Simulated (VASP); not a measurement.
```xyz
3
Lattice="2.1643 -3.8986 0.0000 2.1643 3.8986 0.0000 0.0000 0.0000 6.2052" Properties=species:S:1:pos:R:3 pbc="T T T"
Te     2.7723    -2.8035     4.1368
Te     3.1127     0.0000     0.0000
Te     2.7723     2.8035     2.0684
```

Computed with PBEsol GGA, VASP's PBE PAW potentials (set 64) (plane waves; VASP). Run with 480 eV cut-off, 6×6×4 Γ-centred mesh, Gaussian smearing of 0.050 eV, potentials Te.

Q: The ions are relaxed. Which structure does the run end with?

A: 
```xyz
3
Lattice="2.1643 -3.8986 0.0000 2.1643 3.8986 0.0000 0.0000 0.0000 6.2052" Properties=species:S:1:pos:R:3 pbc="T T T"
Te     0.5882     1.0140     4.1312
Te     3.1522     0.0000     0.0000
Te     0.5882    -1.0140     2.0740
```
Space group C2 (5), at a tolerance of 0.03 Å.

Q: How much energy does the relaxation gain?

A: The energy (σ→0) changes by -11.0 meV/atom, in 9 ionic steps.

| step | E(σ→0) (eV) | max force (eV/Å) | pressure (GPa) | volume (Å³) |
|---|---|---|---|---|
| 1 | -10.4491 | 0.313 | -3.77 | 104.72 |
| 2 | -10.4596 | 0.269 | -3.57 | 104.72 |
| 3 | -10.4796 | 0.099 | -2.87 | 104.72 |
| 4 | -10.4427 | 0.494 | -0.96 | 104.72 |
| 5 | -10.4815 | 0.039 | -2.62 | 104.72 |
| 6 | -10.4816 | 0.029 | -2.55 | 104.72 |
| 7 | -10.4818 | 0.022 | -2.55 | 104.72 |
| 8 | -10.4820 | 0.013 | -2.54 | 104.72 |
| 9 | -10.4820 | 0.003 | -2.55 | 104.72 |

The compound is Te in the trig structure. This cell was strained or had an atom moved on purpose. Symmetry was kept, so distortions that lower it aren't found.
